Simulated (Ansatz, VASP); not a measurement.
# TePb in two plane-wave programs

Aim: how closely do two programs agree when they are given the same cell, functional and k mesh? The cell is taken from a series of runs on this material, whose earlier steps may have relaxed, scaled, displaced or heated it; both programs get it as it stands.

Calculated with Ansatz 0.2.0; plane waves, with VASP 6.6.1 beside it; relaxation of cell and atoms at PBE and elastic constants at PBE.

### Step 1. Starting point

Symmetry: Fm-3m, No. 225, cubic system. The conventional cell has a = 6.572 Å, b = 6.572 Å, c = 6.572 Å, α = 90.00°, β = 90.00°, γ = 90.00°. Te has 6 Pb at 3.29 Å nearest. Nearest to Pb lie 6 Te at 3.29 Å. Farther neighbours and most contacts between anions are not listed.

Coordinates:

```xyz
2
Lattice="0.0000 3.2861 3.2861 3.2861 0.0000 3.2861 3.2861 3.2861 0.0000" Properties=species:S:1:pos:R:3 pbc="T T T"
Te    3.2861    3.2861    3.2861
Pb    0.0000    0.0000    0.0000
```

### Step 2. VASP: relaxation of cell and atoms, PBE

The relaxed volume is the usual yardstick between codes: in a stiff, nearly cubic crystal its relative difference is about their pressure difference at one cell divided by the bulk modulus.

Lines of VASP's logs that name or quote its potential files are left out, and so is its time.

The input, INCAR:

```
SYSTEM = TePb
PREC = Accurate
ENCUT = 500
EDIFF = 1E-07
NELM = 120
ISMEAR = 0
SIGMA = 0.01
LREAL = .FALSE.
ALGO = Normal
GGA = PE
NBANDS = 16
LORBIT = 11
LWAVE = .FALSE.
LCHARG = .FALSE.
ISIF = 3
IBRION = 2
NSW = 80
EDIFFG = -0.005
LASPH = .TRUE.
GGA_COMPAT = .FALSE.
NELMIN = 4
EFERMI = MIDGAP
KPAR = 2
```

The input, POSCAR:

```
TePb
1.0
    0.0000000000      3.2860510000      3.2860510000
    3.2860510000      0.0000000000      3.2860510000
    3.2860510000      3.2860510000      0.0000000000
Te Pb
1 1
Direct
    0.5000000000      0.5000000000      0.5000000000
    0.0000000000      0.0000000000      0.0000000000
```

The input, KPOINTS:

```
Automatic mesh
0
Gamma
8 8 8
0 0 0
```

Potentials, in the order of the species: Te and Pb_d (PBE family, release 64).

Command:

```
mpirun -np 2 vasp_std
```

Numbers of over 12 decimals in the logs are rounded to 6 here.

The log of the run:

```text
[banner, memory and clock lines left out]
running    2 mpi-ranks, on    1 nodes
 distrk:  each k-point on    1 cores,    2 groups
 distr:  one band on    1 cores,    1 groups

 POSCAR found type information on POSCAR TePb
 POSCAR found :  2 types and       2 ions
 LDA part: xc-table for (Slater+PW92), standard interpolation
 POSCAR, INCAR and KPOINTS ok, starting setup
 FFT: planning ... GRIDC
 FFT: planning ... GRID_SOFT
 FFT: planning ... GRID
 WAVECAR not read
 entering main loop
       N       E                     dE             d eps       ncg     rms          rms(c)
DAV:   1     0.149511173854E+03    0.14951E+03   -0.89258E+03   928   0.115E+03
DAV:   2     0.205930654291E+01   -0.14745E+03   -0.14334E+03  1016   0.300E+02
DAV:   3    -0.742038792739E+01   -0.94797E+01   -0.94330E+01  1224   0.815E+01
DAV:   4    -0.765936291220E+01   -0.23897E+00   -0.23893E+00  1208   0.160E+01
DAV:   5    -0.766837976220E+01   -0.90169E-02   -0.90168E-02  1344   0.249E+00    0.298E+00
DAV:   6    -0.752459509191E+01    0.14378E+00   -0.34536E-01  1328   0.400E+00    0.183E+00
DAV:   7    -0.752081979012E+01    0.37753E-02   -0.90879E-02  1216   0.147E+00    0.902E-01
DAV:   8    -0.752316790273E+01   -0.23481E-02   -0.10902E-02  1128   0.108E+00    0.137E-01
DAV:   9    -0.752295141715E+01    0.21649E-03   -0.15554E-03  1416   0.403E-01    0.517E-02
DAV:  10    -0.752300660774E+01   -0.55191E-04   -0.15967E-04  1096   0.872E-02    0.207E-02
DAV:  11    -0.752301329423E+01   -0.66865E-05   -0.19657E-05  1312   0.316E-02    0.608E-03
DAV:  12    -0.752301363344E+01   -0.33922E-06   -0.11881E-06  1176   0.135E-02    0.466E-03
DAV:  13    -0.752301349892E+01    0.13452E-06   -0.23520E-07  1072   0.376E-03    0.144E-03
DAV:  14    -0.752301349537E+01    0.35493E-08   -0.87493E-08   856   0.229E-03
   1 F= -.75230135E+01 E0= -.75230135E+01  d E =-.752301E+01
 curvature:   0.00 expect dE= 0.000E+00 dE for cont linesearch  0.000E+00
 trial: gam= 0.00000 g(F)=  0.497E-64 g(S)=  0.873E-04 ort = 0.000E+00 (trialstep = 0.100E+01)
 search vector abs. value=  0.873E-04
 bond charge predicted
       N       E                     dE             d eps       ncg     rms          rms(c)
DAV:   1    -0.752418884048E+01   -0.11753E-02   -0.35229E-02  1184   0.296E+00    0.179E-01
DAV:   2    -0.752321479604E+01    0.97404E-03   -0.18691E-03  1200   0.705E-01    0.668E-02
DAV:   3    -0.752304514443E+01    0.16965E-03   -0.71215E-04  1192   0.396E-01    0.136E-02
DAV:   4    -0.752304795011E+01   -0.28057E-05   -0.11743E-05  1016   0.325E-02    0.102E-02
DAV:   5    -0.752305100847E+01   -0.30584E-05   -0.30933E-06  1216   0.155E-02    0.258E-03
DAV:   6    -0.752305095243E+01    0.56040E-07   -0.25646E-07   936   0.785E-03
   2 F= -.75230510E+01 E0= -.75230510E+01  d E =-.374571E-04
 trial-energy change:   -0.000037  1 .order   -0.000034   -0.000087    0.000019
 step:   0.8469(harm=  0.8236)  dis= 0.00000  next Energy=    -7.523052 (dE=-0.389E-04)
 reached required accuracy - stopping structural energy minimisation
```

From OUTCAR (step 2):

```text
ion  position               nearest neighbor table
   1  0.500  0.500  0.500-   2 3.29   2 3.29   2 3.29   2 3.29   2 3.29   2 3.29
   2  0.000  0.000  0.000-   1 3.29   1 3.29   1 3.29   1 3.29   1 3.29   1 3.29

  LATTYP: Found a face centered cubic cell.
 ALAT       =     6.5721020000

 Subroutine GETGRP returns: Found 48 space group operations
 (whereof 48 operations were pure point group operations)

The static configuration has the point symmetry O_h .

 Found     29 irreducible k-points:

   k-points           NKPTS =     29   k-points in BZ     NKDIM =     29   number of bands    NBANDS=     16

   dimension x,y,z NGX =    36 NGY =   36 NGZ =   36
   dimension x,y,z NGXF=    72 NGYF=   72 NGZF=   72

   ENCUT  =  500.0 eV  36.75 Ry    6.06 a.u.   8.47  8.47  8.47*2*pi/ulx,y,z

   NELECT =      20.0000    total number of electrons

 k-points in reciprocal lattice and weights: Automatic mesh
   0.00000000  0.00000000  0.00000000       0.002
   0.12500000  0.00000000  0.00000000       0.016
   0.25000000  0.00000000  0.00000000       0.016
   0.37500000  0.00000000  0.00000000       0.016
   0.50000000  0.00000000  0.00000000       0.008
   0.12500000  0.12500000  0.00000000       0.012
   0.25000000  0.12500000  0.00000000       0.047
   0.37500000  0.12500000  0.00000000       0.047
   0.50000000  0.12500000  0.00000000       0.047
[...]
-0.37500000  0.50000000  0.12500000       0.023
  -0.25000000  0.50000000  0.25000000       0.012

 average (electrostatic) potential at core
       1 -88.6591       2 -92.2038

 E-fermi :   5.4253

 k-point     1 :       0.0000    0.0000    0.0000
  band No.  band energies     occupation
    ...
      6      -6.6133      2.00000
      7      -0.6972      2.00000
      8       3.8505      2.00000
      9       3.8505      2.00000
     10       3.8505      2.00000
     11       9.0378      0.00000
     12       9.0378      0.00000
     13       9.0378      0.00000
     14      10.9222      0.00000
     15      10.9222      0.00000
    ...

 k-point     2 :       0.1250    0.0000    0.0000
  band No.  band energies     occupation
    ...
      6      -6.4884      2.00000
      7      -1.0671      2.00000
      8       3.8880      2.00000
      9       3.8880      2.00000
     10       4.0444      2.00000
     11       8.3002      0.00000
     12       8.4860      0.00000
     13       8.4860      0.00000
     14      10.7741      0.00000
     15      11.2034      0.00000
    ...

 k-point     3 :       0.2500    0.0000    0.0000
  band No.  band energies     occupation
    ...
      6      -6.1308      2.00000
      7      -1.9245      2.00000
      8       4.0041      2.00000
      9       4.0041      2.00000
     10       4.4240      2.00000
     11       7.1643      0.00000
     12       7.5175      0.00000
     13       7.5175      0.00000
     14      11.0626      0.00000
     15      11.9751      0.00000
    ...

  Total        0.0074372      0.0074372      0.0074372     -0.0000000     -0.0000000      0.0000000
  in kB        0.1683279      0.1683279      0.1683279     -0.0000000     -0.0000000      0.0000000
  external PRESSURE =       0.1683279 kB  Pullay stress =       0.0000000 kB

  energy-cutoff  :      500.00
  volume of cell :       70.79
      direct lattice vectors                 reciprocal lattice vectors
    -0.000000000  3.283298382  3.283298382    -0.152285885  0.152285885  0.152285885
     3.283298382  0.000000000  3.283298382     0.152285885 -0.152285885  0.152285885
     3.283298382  3.283298382 -0.000000000     0.152285885  0.152285885 -0.152285885

 POSITION                                       TOTAL-FORCE (eV/Angst)
 -----------------------------------------------------------------------------------
      3.28330      3.28330      3.28330         0.000000     -0.000000     -0.000000
      3.28330      3.28330      6.56660        -0.000000      0.000000      0.000000
 -----------------------------------------------------------------------------------
    total drift:                                0.000000      0.000000      0.000000

  FREE ENERGIE OF THE ION-ELECTRON SYSTEM (eV)
  ---------------------------------------------------
  free  energy   TOTEN  =        -7.5230509524 eV

  energy  without entropy=       -7.5230509524  energy(sigma->0) =       -7.52305095

 reached required accuracy - stopping structural energy minimisation

 total charge
# of ion       s       p       d       tot
------------------------------------------
    1        1.373   1.990   0.015   3.379
    2        1.462   0.552   9.830  11.844
--------------------------------------------------
tot          2.835   2.542   9.845  15.223

[... 3 further parts left out ...]
```

CONTCAR:

```
TePb
   1.00000000000000
    -0.0000000000000000    3.2832983816556944    3.2832983816556944
     3.2832983816556944    0.0000000000000000    3.2832983816556944
     3.2832983816556944    3.2832983816556944   -0.0000000000000000
  Te              Pb
     1     1
Direct
     0.5000000000000000    0.5000000000000000    0.5000000000000000
     1.0000000000000000    1.0000000000000000    0.0000000000000000
```

### Step 3. Ansatz: relaxation of cell and atoms, PBE

Ansatz runs on its default PAW (the set named soft_2) files.

The same cell, functional and mesh now go to Ansatz, which takes its cutoff from its data sets.

The input, input.yaml:

```yaml
crystal:
  lattice:
    - [0.0, 3.2860507286, 3.2860507286]
    - [3.2860507286, 0.0, 3.2860507286]
    - [3.2860507286, 3.2860507286, 0.0]
  atoms:
    - { symbol: Te, position: [0.5, 0.5, 0.5] }
    - { symbol: Pb, position: [0.0, 0.0, 0.0] }
kpoints:
  mp_grid: { grid: [8, 8, 8] }
hamiltonian:
  xc: pbe
scf:
  occupations: { method: fixed }
output:
  forces: true
  stress: true
  eigenvalues: true
relax:
  adjacent_minimum: "off"
  f_tol: 0.001
  max_steps: 60
  cell: { stress_tol: 0.01 }
```

Command:

```
ansatz run input.yaml --threads 4 --pin off --max-ram 14336MiB --backend cpu --events-out ev --progress --plain --runs-dir out
```

The log of the run:

```text
Engine: ansatz 0.2.0, x86_64-unknown-linux-gnu
Pseudopotentials: kind: paw
Pseudopotential: Te, paw, valence charge 16, recommended cutoff 420 eV (normal), Te.paw.azcp
Pseudopotential: Pb, paw, valence charge 14, recommended cutoff 420 eV (normal), Pb.paw.azcp
Functional definition: PBE
  parameter kappa = 0.804
  parameter beta = 0.066725
  exchange = pbe_x(kappa = kappa, mu = beta*pi^2/3)
  correlation = pbe_c(beta = beta)
Crystal: 2 atoms, lattice volume = 70.966 Å³
Basis set: ecut = 420 eV, 1411 PW (Γ), exchange–correlation on 64×64×64 points (8 copies of the dense FFT grid, shifted against one another)
Bands: 19, of which v1, the nominal top of the filled ones, is band 15 counted from 1 (14 counted from 0)
Symmetry: 48 space group operations
Space group: Fm-3m (ITA 225), of the structure as read, at distance tolerance 4.1e-5 Å
k-points: 29 of 512
Non-local potential: Te, projectors of the file, l = 0: 2, l = 1: 2, l = 2: 2, l = 3: 2
Non-local potential: Pb, projectors of the file, l = 0: 2, l = 1: 2, l = 2: 2, l = 3: 2
PAW form: soft (Blöchl's): semilocal exchange-correlation on the pseudo side does not see the compensation charge
PAW one-centre angular grid: Te, 590 points (default); XC on 64 Gauss nodes
PAW one-centre angular grid: Pb, 590 points (default); XC on 64 Gauss nodes
Initial density: superposition of atomic densities (neutral atoms: chi_scale 0, normalization atom), corrected by the library's trained network
Initial wavefunctions: pseudopotential atomic-orbital guess
Functional: x = pbe(κ = 0.804, μ = 0.219515), c = pbe(β = 0.066725)
SCF iter   1: F=—  HF=-18887.187841 eV  |F-HF|=—  |Δ(HF+E_count)|=         —  Δρ=4.92e-4  dr2=2.04e-4  ethr=1.77e-3  ⟨swp⟩=5.0  Hψ=2310  notcnv=0  defer=45
preconditioner: auto → none  [insulator: Δε(μ)=0.827 eV  Ē_g=14.583 eV  n_scr=14 (ndim 8)  ℏωp=19.7 eV  f_vac=0.019  ε∞_Penn≈2.8]
SCF iter   2: F=—  HF=-18887.186051 eV  |F-HF|=—  |Δ(HF+E_count)|=   1.79e-3  Δρ=3.64e-4  dr2=8.00e-5  ethr=6.81e-7  ⟨swp⟩=3.1  Hψ=1487  notcnv=0  defer=51
SCF iter   3: F=—  HF=-18887.186055 eV  |F-HF|=—  |Δ(HF+E_count)|=   4.31e-6  Δρ=1.72e-4  dr2=1.29e-5  ethr=2.67e-7  ⟨swp⟩=2.0  Hψ=791  notcnv=0  defer=43
SCF iter   4: F=—  HF=-18887.186084 eV  |F-HF|=—  |Δ(HF+E_count)|=   2.85e-5  Δρ=6.46e-5  dr2=3.14e-6  ethr=4.29e-8  ⟨swp⟩=2.0  Hψ=995  notcnv=0  defer=57
SCF iter   5: F=—  HF=-18887.186082 eV  |F-HF|=—  |Δ(HF+E_count)|=   1.84e-6  Δρ=2.69e-5  dr2=5.47e-7  ethr=1.05e-8  ⟨swp⟩=2.0  Hψ=986  notcnv=0  defer=54
SCF iter   6: F=-18887.186082 eV  HF=-18887.186082 eV  |F-HF|=5.55e-8  |Δ(HF+E_count)|=   4.19e-8  Δρ=7.83e-6  dr2=4.27e-8  ethr=3.33e-10  ⟨swp⟩=7.8  Hψ=3593  notcnv=0
SCF 1 converged in 6 iterations: F = -18887.186082 eV  dr2 = 4.27e-8
  greatest PAW one-centre occupation: 0.998 electrons in one spin orbital (limit 2), on the Te atom at site 0 (counted from 0), in its partial waves of l = 2
relax step   1: F+E_penalty+E_count = -18887.18608175 eV  Δ(F+E_penalty+E_count) = +0.000e0 eV  max|allowed force component| = 1.604e-29 eV/Å  Δτ_max = 0.0000 Å  P = -0.046 GPa  Ω = 70.966 Å³  (6 SCF iters, dr2 threshold 1.00e-7 eV, accepted)
[...]
relax step   2: F+E_penalty+E_count = -18887.18610634 eV  Δ(F+E_penalty+E_count) = -2.459e-5 eV  max|allowed force component| = 5.575e-29 eV/Å  Δτ_max = 0.0000 Å  P = +0.008 GPa  Ω = 70.868 Å³  energy of the carried Pulay correction = +1.302e-5 eV  (4 SCF iters, dr2 threshold 5.20e-9 eV, accepted)
[...]
relax step   3: F+E_penalty+E_count = -18887.18609292 eV  Δ(F+E_penalty+E_count) = +1.342e-5 eV  max|allowed force component| = 4.970e-29 eV/Å  Δτ_max = 0.0000 Å  P = +0.008 GPa  Ω = 70.868 Å³  stress off target by 7.91e-3 GPa  SCF on the basis re-selected at this cell (its energy is not comparable with the rows above)  (6 SCF iters)
basis re-selected at this cell: Δ(F+E_penalty+E_count) = +1.342e-5 eV, ΔP = -0.000 GPa vs the last step (what re-selecting the basis moved, of the pressure what is left beyond the Pulay correction that the steps carried, after the strain that the cell walked since its last selection, with what the two solves' SCF thresholds leave and, on support functions, any second-order correction that the steps lacked; it is no m [...]
SCF converged after 6 iterations
Free energy (F): -18887.186093 eV
Harris-Foulkes:  -18887.186093 eV  (|F-HF|=1.09e-11)
Internal energy: -18887.186093 eV  (E = F + TS)
E sigma→0 (E₀):  -18887.186093 eV
Fermi energy:    7.929387 eV
--- Per-component energies (eV) ---
  E_band       = -334.927869
  E_kinetic    = 467.037539
  E_local      = -2459.035246  (includes V_loc(G=0)·N_el)
  E_nonlocal   = 39.734022
  E_hartree    = 1282.888626
  E_xc         = -344.961910
  E_vxc        = -236.286827  (∫ρ·V_xc dr)
  E_paw        = -15066.427057  (= ΣΔE_a)
  E_vpaw       = -712.154469  (= ΣTr[D̂ρ^β])
  E_aug_tail   = -0.000159  (compensation charges beyond the density's cutoff)
  E_ewald      = -2806.421907
  E_smearing   = -0.000000  (= −TS)
  E_closure    = 0.000000  (closes the sum)
  Σ components = -18887.186093   (vs F -18887.186093, Δ=0.00e0)
--- Forces (eV/Å), atoms counted from 1 ---
  atom   1  Te     0.00000000    -0.00000000     0.00000000
  atom   2  Pb    -0.00000000     0.00000000     0.00000000
  max |Σ_I F_I| component: 8.57e-29 eV/Å
--- Stress (GPa, compression-positive) ---
        0.007915      -0.000000      -0.000000
       -0.000000       0.007915      -0.000000
       -0.000000      -0.000000       0.007915
  P = ⅓ Tr σ = 0.0079 GPa (0.079 kbar)
--- Band table (eV; the first three rows and the last of 29) ---
  k-point 0: bands = [... 11 lower, 2.2232, 6.7676, 6.7676, 6.7676, 11.9524, 11.9524, 11.9524, 13.8613]
  k-point 1: bands = [... 11 lower, 1.8544, 6.8051, 6.8051, 6.9614, 11.2167, 11.4029, 11.4029, 13.7054]
  k-point 2: bands = [... 11 lower, 0.9995, 6.9208, 6.9208, 7.3413, 10.0818, 10.4358, 10.4358, 13.9893]
  k-point 28: bands = [... 11 lower, 0.1304, 4.4866, 4.4866, 7.6494, 9.6545, 13.1340, 13.1340, 14.6846]
--- Relaxed structure (2 steps of the walk, 2 accepted, 1 SCFs on fresh bases) ---
  F+E_penalty+E_count = -18887.18609292 eV   max|allowed force component| = 4.970e-29 eV/Å   (the final SCF, on the basis selected at the relaxed cell)
  cell:  # Å, volume = 70.8680 Å³
    - [0, 3.284532, 3.284532]
    - [3.284532, 0, 3.284532]
    - [3.284532, 3.284532, 0]
  atoms:
    - { symbol: Te, position: [0.500000, 0.500000, 0.500000] }
    - { symbol: Pb, position: [0, 0, 0] }
```

The column dr2 measures how far the density is from self-consistency, as an energy; F and HF (Harris–Foulkes) agree once it is small.

### Step 4. Side by side

Known differences besides the potentials themselves: fixed occupations in Ansatz, narrow Gaussian smearing in VASP; the data sets hold 30 valence electrons in Ansatz (on its default PAW (the set named soft_2) files) and 20 in VASP; the cutoff is 420 eV in Ansatz and 500 eV in VASP; Ansatz adds a Pulay correction to the stress that steers its cell, VASP none. Total energies have different zeros and are not compared.

Both answers:

| quantity | Ansatz | VASP | difference |
| --- | --- | --- | --- |
| volume (Å³) | 70.87 | 70.79 | +0.11 % |
| edge a after relaxation, in the typed setting (Å) | 4.645 | 4.643 | +0.04 % |

(Part 1 of 2 ends here.)

[Lines on the potential files, build, host, timing and source positions are cut from VASP's logs without a mark.]

[Logs are printed without paths, hosts, clocks, repeated set-up lines and the standing remarks that a program may print on its own settings, such as how far it seeks lower states.]

[Hosts, paths, dates, database ids (printed as entryN), source tags and the programs' standing remarks are cut or masked in the printed files.]
